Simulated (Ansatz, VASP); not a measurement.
**TeP2 in VASP and in Ansatz**

Contents of INCAR:

```
PREC     = Accurate       # precision mode
ENCUT    = 520            # plane-wave cutoff, eV
EDIFF    = 1E-6           # SCF threshold, eV
ISMEAR   = 0              # smearing method
SIGMA    = 0.1            # smearing width, eV
LREAL    = F              # projectors in reciprocal space
LASPH    = T              # aspherical terms in the spheres
NELM     = 80             # most SCF steps
ALGO     = Normal         # electronic algorithm
ISIF     = 2              # what is computed and relaxed
LWAVE    = F              # write WAVECAR
LCHARG   = F              # write CHGCAR
GGA      = PE             # functional
NBANDS   = 25             # bands
```

KPOINTS

```
regular mesh
0
Gamma
  4 4 4
```

File POSCAR:

```
TeP2
1.0
    3.9786602800      0.0000000000      0.0000000000
    0.0000000000      6.7059278900      0.0000000000
    0.0000000000      0.0000000000      6.4789414000
Te P
2 4
Direct
    0.0000000000      0.5000000000      0.0000000000
    0.5000000000      0.0000000000      0.0000000000
    0.3421977500      0.7200575600      0.0000000000
    0.6578022500      0.2799424400      0.0000000000
    0.1578022500      0.2200575600      0.0000000000
    0.8421977500      0.7799424400      0.0000000000
```

Input for Ansatz:

```yaml
crystal:
  lattice:
    - [3.97866028, 0.0, 0.0]
    - [0.0, 6.70592789, 0.0]
    - [0.0, 0.0, 6.4789414]
  atoms:
    - { symbol: Te, position: [0.0, 0.5, 0.0] }
    - { symbol: Te, position: [0.5, 0.0, 0.0] }
    - { symbol: P, position: [0.34219775, 0.72005756, 0.0] }
    - { symbol: P, position: [0.65780225, 0.27994244, 0.0] }
    - { symbol: P, position: [0.15780225, 0.22005756, 0.0] }
    - { symbol: P, position: [0.84219775, 0.77994244, 0.0] }
basis:
  ecutwfc: 420
kpoints:
  mp_grid: { grid: [4, 4, 4] }
hamiltonian:
  xc: pbe
scf:
  occupations: { method: gaussian, width: 0.1 }
  lower_state_search: "off"
output:
  forces: true
  stress: true
  eigenvalues: true
```

Alike in both runs: task single point; functional PBE; k mesh 4 × 4 × 4; occupations gaussian, width 0.1 eV; no spin polarisation.

|  | VASP | Ansatz |
| --- | --- | --- |
| version | VASP 6.6.1 | Ansatz 0.2.0 |
| potentials or method | VASP PAW PBE potentials, release 64 (Te, P) | scalar-relativistic, plane waves, PAW |
| plane-wave cutoff (eV) | 520 | 420 |
| valence electrons in the cell | 32 | 52 |

|  | VASP | Ansatz | Ansatz less VASP |
| --- | --- | --- | --- |
| gap on the k mesh at the Fermi level (eV) | none | none | - |
| rms of the force components (eV/Å) | 2.664 | 2.611 | -0.0529 |

Atom by atom the forces differ by 0.072 eV/Å (rms over components). A gap of «none» marks a metal or a gap that the smearing closes. The two sets of potentials don't hold the same shells in valence.

Caveats: the k mesh is coarse (spacing up to 0.39 Å⁻¹), so the values aren't converged; forces of over 1 eV/Å show positions far from the minimum, so gaps and moduli don't describe the material at rest. Spin-orbit coupling is left out, which matters for the levels of Te.
